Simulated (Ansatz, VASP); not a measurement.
Mg3Zr: VASP beside Ansatz

```xyz
4
Lattice="4.9859 0.0000 0.0000 2.4930 4.3179 0.0000 2.4930 1.4393 4.0710" Properties=species:S:1:pos:R:3 pbc="T T T"
Mg    0.0000    0.0000    0.0000
Mg    2.4930    1.4393    1.0177
Mg    7.4789    4.3179    3.0532
Zr    4.9859    2.8786    2.0355
```

The cell comes from a database or a generator and needn't be the stable form of this composition.

Alike in both runs: task single point; functional LDA; k mesh 6 × 6 × 6; no spin polarisation.

|  | VASP | Ansatz |
| --- | --- | --- |
| version | VASP 6.6.1 | Ansatz 0.2.0 |
| potentials or method | VASP PAW LDA potentials, release 64 (Mg, Zr_sv) | plane waves, PAW |
| plane-wave cutoff (eV) | 520 | 420 |
| occupations | methfessel-paxton of order 1, width 0.2 eV | cold, width 0.2 eV |
| valence electrons in the cell | 18 | 42 |

```tsv
	VASP	Ansatz	Ansatz less VASP
pressure (GPa)	-3.8	-3.4	+0.40
```

The two sets of potentials don't hold the same shells in valence.
